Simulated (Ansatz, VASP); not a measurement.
**Hg2C in two plane-wave programs**

Aim: how closely do two programs agree when they are given the same cell, functional and k mesh? The cell is generated by rule, not measured, and may not be a known phase. The cell is taken from a series of runs on this material, whose earlier steps may have relaxed, scaled, displaced or heated it; both programs get it as it stands.

Calculated with Ansatz 0.2.0; plane waves, with VASP 6.6.1 beside it; PBEsol.

The structure was built from a prototype and need not be the compound's stable phase.

### Step 1. The starting structure

The structure is cubic, space group Pn-3m (No. 224). The conventional cell has a = 4.890 Å, b = 4.890 Å, c = 4.890 Å, α = 90.00°, β = 90.00°, γ = 90.00°. C has 4 Hg at 2.12 Å nearest. Nearest to Hg lie 2 C at 2.12 Å. Farther neighbours are not listed.

### Step 2. VASP: relaxation of cell and atoms, PBEsol

The relaxed volume is the usual yardstick between codes: in a stiff, nearly cubic crystal its relative difference is about their pressure difference at one cell divided by the bulk modulus.

Lines of VASP's logs that name or quote its potential files are left out, and so is its time.

Contents of INCAR:

```
SYSTEM = Hg2C
PREC = Accurate
ENCUT = 600
EDIFF = 1E-07
NELM = 120
ISMEAR = 0
SIGMA = 0.02
LREAL = .FALSE.
ALGO = Normal
GGA = PS
NBANDS = 34
LORBIT = 11
LWAVE = .FALSE.
LCHARG = .FALSE.
ISIF = 3
IBRION = 2
NSW = 80
EDIFFG = -0.005
LASPH = .TRUE.
GGA_COMPAT = .FALSE.
NELMIN = 4
EFERMI = MIDGAP
KPAR = 2
```

Contents of POSCAR:

```
Hg2C
1.0
    4.8899830000      0.0000000000      0.0000000000
    0.0000000000      4.8899830000      0.0000000000
    0.0000000000      0.0000000000      4.8899830000
C Hg
2 4
Direct
    0.0000000000      0.0000000000      0.0000000000
    0.4999998978      0.4999998978      0.4999998978
    0.2500000511      0.2500000511      0.2500000511
    0.7499999489      0.7499999489      0.2500000511
    0.7499999489      0.2500000511      0.7499999489
    0.2500000511      0.7499999489      0.7499999489
```

Contents of KPOINTS:

```
Automatic mesh
0
Gamma
6 6 6
0 0 0
```

Potentials, in the order of the species: C and Hg (PBE family, release 64).

Command:

```bash
$ mpirun -np 2 vasp_std
```

Numbers of over 12 decimals in the logs are rounded to 6 here.

The program printed:

```text
[banner, memory and clock lines left out]
running    2 mpi-ranks, on    1 nodes
 distrk:  each k-point on    1 cores,    2 groups
 distr:  one band on    1 cores,    1 groups

 POSCAR found type information on POSCAR C Hg
 POSCAR found :  2 types and       6 ions
|                                                                             |
|               ----> ADVICE to this user running VASP <----                  |
|                                                                             |
|     You enforced a specific xc type in the INCAR file but a different       |
|     [... a line on the potential file left out ...]
|     I HOPE YOU KNOW WHAT YOU ARE DOING!                                     |
|                                                                             |

 LDA part: xc-table for (Slater+PW92), standard interpolation
 POSCAR, INCAR and KPOINTS ok, starting setup
 FFT: planning ... GRIDC
 FFT: planning ... GRID_SOFT
 FFT: planning ... GRID
 WAVECAR not read
 entering main loop
       N       E                     dE             d eps       ncg     rms          rms(c)
DAV:   1     0.491764470638E+03    0.49176E+03   -0.30929E+04  1360   0.179E+03
DAV:   2     0.682310409901E+01   -0.48494E+03   -0.46965E+03  1394   0.429E+02
DAV:   3    -0.200579891182E+02   -0.26881E+02   -0.26666E+02  1578   0.975E+01
DAV:   4    -0.205009448339E+02   -0.44296E+00   -0.44173E+00  1556   0.118E+01
DAV:   5    -0.205061189009E+02   -0.51741E-02   -0.51685E-02  1570   0.134E+00    0.206E+01
DAV:   6    -0.161988901828E+02    0.43072E+01   -0.17317E+01  1876   0.293E+01    0.105E+01
DAV:   7    -0.164159507262E+02   -0.21706E+00   -0.28250E+00  1452   0.831E+00    0.617E+00
DAV:   8    -0.164005122348E+02    0.15438E-01   -0.75824E-01  1618   0.380E+00    0.126E+00
DAV:   9    -0.163476122105E+02    0.52900E-01   -0.26015E-01  1742   0.265E+00    0.311E-01
DAV:  10    -0.163493794085E+02   -0.17672E-02   -0.22079E-02  1442   0.667E-01    0.115E-01
DAV:  11    -0.163493105569E+02    0.68852E-04   -0.27721E-04  1636   0.867E-02    0.414E-02
DAV:  12    -0.163493005889E+02    0.99680E-05   -0.42088E-05  1538   0.265E-02    0.142E-02
DAV:  13    -0.163492990932E+02    0.14958E-05   -0.52322E-06  1610   0.105E-02    0.502E-03
DAV:  14    -0.163492987769E+02    0.31630E-06   -0.19401E-06  1402   0.561E-03    0.143E-03
DAV:  15    -0.163492987824E+02   -0.54733E-08   -0.88330E-08   868   0.193E-03
   1 F= -.16349299E+02 E0= -.16349299E+02  d E =-.163493E+02
 curvature:   0.00 expect dE= 0.000E+00 dE for cont linesearch  0.000E+00
 trial: gam= 0.00000 g(F)=  0.503E-40 g(S)=  0.800E-02 ort = 0.000E+00 (trialstep = 0.100E+01)
 search vector abs. value=  0.800E-02
 bond charge predicted
       N       E                     dE             d eps       ncg     rms          rms(c)
DAV:   1    -0.164645433651E+02   -0.11524E+00   -0.23308E+00  1470   0.137E+01    0.255E+00
DAV:   2    -0.163597618626E+02    0.10478E+00   -0.28185E-01  1448   0.538E+00    0.888E-01
DAV:   3    -0.163522123281E+02    0.75495E-02   -0.24556E-02  1536   0.113E+00    0.848E-01
DAV:   4    -0.163510100767E+02    0.12023E-02   -0.32393E-03  1516   0.341E-01    0.916E-02
DAV:   5    -0.163507783798E+02    0.23170E-03   -0.65710E-04  1620   0.237E-01    0.274E-02
DAV:   6    -0.163507833139E+02   -0.49342E-05   -0.91941E-05  1454   0.469E-02    0.152E-02
DAV:   7    -0.163507839279E+02   -0.61395E-06   -0.27837E-06  1440   0.871E-03    0.104E-02
DAV:   8    -0.163507833236E+02    0.60423E-06   -0.34101E-06  1534   0.168E-02    0.278E-03
DAV:   9    -0.163507833290E+02   -0.53078E-08   -0.45167E-07  1324   0.482E-03
   2 F= -.16350783E+02 E0= -.16350783E+02  d E =-.148455E-02
 trial-energy change:   -0.001485  1 .order   -0.001516   -0.008000    0.004969
 step:   0.6135(harm=  0.6169)  dis= 0.00000  next Energy=   -16.351745 (dE=-0.245E-02)
 bond charge predicted
       N       E                     dE             d eps       ncg     rms          rms(c)
DAV:   1    -0.163688511852E+02   -0.18068E-01   -0.34754E-01  1478   0.528E+00    0.938E-01
DAV:   2    -0.163529907694E+02    0.15860E-01   -0.43302E-02  1438   0.210E+00    0.314E-01
DAV:   3    -0.163519042513E+02    0.10865E-02   -0.37958E-03  1542   0.438E-01    0.305E-01
DAV:   4    -0.163517716708E+02    0.13258E-03   -0.53576E-04  1522   0.150E-01    0.370E-02
DAV:   5    -0.163517362904E+02    0.35380E-04   -0.15309E-04  1608   0.113E-01    0.101E-02
DAV:   6    -0.163517388826E+02   -0.25923E-05   -0.12663E-05  1398   0.223E-02    0.593E-03
DAV:   7    -0.163517394088E+02   -0.52621E-06   -0.58845E-07  1310   0.308E-03    0.278E-03
DAV:   8    -0.163517397373E+02   -0.32844E-06   -0.28137E-07   962   0.411E-03    0.913E-04
DAV:   9    -0.163517397299E+02    0.73451E-08   -0.60580E-08   688   0.138E-03
   3 F= -.16351740E+02 E0= -.16351740E+02  d E =-.244095E-02
 curvature:  -0.31 expect dE=-0.562E-09 dE for cont linesearch -0.562E-09
 trial: gam= 0.00000 g(F)=  0.130E-39 g(S)=  0.182E-08 ort =-0.382E-05 (trialstep = 0.923E+00)
 search vector abs. value=  0.192E-08
 reached required accuracy - stopping structural energy minimisation
```

OUTCAR, selected parts (step 2):

```text
ion  position               nearest neighbor table
   1  0.000  0.000  0.000-   3 2.12   4 2.12   5 2.12   6 2.12
   2  0.500  0.500  0.500-   3 2.12   4 2.12   5 2.12   6 2.12
   3  0.250  0.250  0.250-   2 2.12   1 2.12   4 3.46   5 3.46   6 3.46   5 3.46   6 3.46   4 3.46
                             6 3.46   4 3.46   5 3.46   6 3.46   5 3.46   4 3.46
   4  0.750  0.750  0.250-   2 2.12   1 2.12   3 3.46   5 3.46   6 3.46   6 3.46   3 3.46   5 3.46
                             3 3.46   5 3.46   6 3.46   6 3.46   5 3.46   3 3.46
   5  0.750  0.250  0.750-   2 2.12   1 2.12   3 3.46   4 3.46   6 3.46   6 3.46   3 3.46   4 3.46
                             3 3.46   4 3.46   6 3.46   4 3.46   6 3.46   3 3.46
   6  0.250  0.750  0.750-   2 2.12   1 2.12   3 3.46   4 3.46   5 3.46   5 3.46   3 3.46   4 3.46
                             3 3.46   4 3.46   5 3.46   4 3.46   3 3.46   5 3.46

  LATTYP: Found a simple cubic cell.
 ALAT       =     4.8899830000

 Subroutine GETGRP returns: Found 48 space group operations
 (whereof 24 operations were pure point group operations)

The static configuration has the point symmetry T_d .
 The point group associated with its full space group is O_h .

 Found     20 irreducible k-points:

   k-points           NKPTS =     20   k-points in BZ     NKDIM =     20   number of bands    NBANDS=     34

   dimension x,y,z NGX =    40 NGY =   40 NGZ =   40
   dimension x,y,z NGXF=    80 NGYF=   80 NGZF=   80

   ENCUT  =  600.0 eV  44.10 Ry    6.64 a.u.   9.77  9.77  9.77*2*pi/ulx,y,z

   NELECT =      56.0000    total number of electrons

 k-points in reciprocal lattice and weights: Automatic mesh
   0.00000000  0.00000000  0.00000000       0.005
   0.16666667  0.00000000  0.00000000       0.028
   0.33333333  0.00000000  0.00000000       0.028
   0.50000000  0.00000000  0.00000000       0.014
   0.16666667  0.16666667  0.00000000       0.056
   0.33333333  0.16666667  0.00000000       0.111
   0.50000000  0.16666667  0.00000000       0.056
   0.33333333  0.33333333  0.00000000       0.056
   0.50000000  0.33333333  0.00000000       0.056
[...]
0.50000000  0.50000000  0.33333333       0.028
   0.50000000  0.50000000  0.50000000       0.005

 average (electrostatic) potential at core
       1 -52.4350       2 -52.4350       3 -40.8591       4 -40.8591       5 -40.8591
       6 -40.8591

 E-fermi :   2.0396

 k-point     1 :       0.0000    0.0000    0.0000
  band No.  band energies     occupation
    ...
     24       0.0327      2.00000
     25       0.0327      2.00000
     26       0.7861      2.00000
     27       0.7861      2.00000
     28       0.7861      2.00000
     29       2.2860      0.00000
     30       2.2860      0.00000
     31       4.1534      0.00000
     32       8.3644      0.00000
     33       8.3644      0.00000
    ...

 k-point     2 :       0.1667    0.0000    0.0000
  band No.  band energies     occupation
    ...
     24      -0.0744      2.00000
     25      -0.0744      2.00000
     26       0.3301      2.00000
     27       1.0266      2.00000
     28       1.0266      2.00000
     29       2.6120      0.00000
     30       3.5138      0.00000
     31       4.6199      0.00000
     32       7.6397      0.00000
     33       7.7921      0.00000
    ...

 k-point     3 :       0.3333    0.0000    0.0000
  band No.  band energies     occupation
    ...
     24      -0.5977      2.00000
     25      -0.2148      2.00000
     26      -0.2148      2.00000
     27       1.4341      2.00000
     28       1.4341      2.00000
     29       3.4947      0.00000
     30       5.5840      0.00000
     31       5.6020      0.00000
     32       6.2162      0.00000
     33       7.3260      0.00000
    ...

  Total       -0.0002748     -0.0002748     -0.0002748     -0.0000000      0.0000000      0.0000000
  in kB       -0.0037333     -0.0037333     -0.0037333     -0.0000000      0.0000000      0.0000000
  external PRESSURE =      -0.0037333 kB  Pullay stress =       0.0000000 kB

  energy-cutoff  :      600.00
  volume of cell :      117.93
      direct lattice vectors                 reciprocal lattice vectors
     4.903873413  0.000000000  0.000000000     0.203920435  0.000000000  0.000000000
    -0.000000000  4.903873413  0.000000000    -0.000000000  0.203920435  0.000000000
    -0.000000000 -0.000000000  4.903873413     0.000000000 -0.000000000  0.203920435

 POSITION                                       TOTAL-FORCE (eV/Angst)
 -----------------------------------------------------------------------------------
      0.00000      0.00000      0.00000        -0.000000     -0.000000     -0.000000
      2.45194      2.45194      2.45194         0.000000     -0.000000     -0.000000
      1.22597      1.22597      1.22597        -0.000000      0.000000     -0.000000
      3.67790      3.67790      1.22597         0.000000     -0.000000      0.000000
      3.67790      1.22597      3.67790        -0.000000     -0.000000      0.000000
      1.22597      3.67790      3.67790         0.000000      0.000000     -0.000000
 -----------------------------------------------------------------------------------
    total drift:                                0.000134      0.000134      0.000134

  FREE ENERGIE OF THE ION-ELECTRON SYSTEM (eV)
  ---------------------------------------------------
  free  energy   TOTEN  =       -16.3517397299 eV

  energy  without entropy=      -16.3517397299  energy(sigma->0) =      -16.35173973

 reached required accuracy - stopping structural energy minimisation

 total charge
# of ion       s       p       d       tot
------------------------------------------
    1        0.837   1.423   0.000   2.260
    2        0.837   1.423   0.000   2.260
    3        0.893   0.434   9.274  10.601
    4        0.893   0.434   9.274  10.601
    5        0.893   0.434   9.274  10.601
    6        0.893   0.434   9.274  10.601
--------------------------------------------------
tot          5.244   4.583  37.095  46.922

[... 3 further parts left out ...]
```

CONTCAR:

```
Hg2C
   1.00000000000000
     4.9038734130636339    0.0000000000000000    0.0000000000000000
    -0.0000000000000000    4.9038734130636339    0.0000000000000000
    -0.0000000000000000   -0.0000000000000000    4.9038734130636339
  C               Hg
     2     4
Direct
     0.0000000000000000    0.0000000000000000    0.0000000000000000
     0.4999998978000022    0.4999998978000022    0.4999998978000022
     0.2500000511000025    0.2500000511000025    0.2500000511000025
     0.7499999488999975    0.7499999488999975    0.2500000511000025
     0.7499999488999975    0.2500000511000025    0.7499999488999975
     0.2500000511000025    0.7499999488999975    0.7499999488999975
```

The run keeps the 48 symmetry operations of its start, so it cannot find a distortion of lower symmetry.

(Part 1 of 2 ends here.)

[Lines on the potential files, build, host, timing and source positions are cut from VASP's logs without a mark.]

[Logs are printed without paths, hosts, clocks, repeated set-up lines and the standing remarks that a program may print on its own settings, such as how far it seeks lower states.]

[Hosts, paths, dates, database ids (printed as entryN), source tags and the programs' standing remarks are cut or masked in the printed files.]
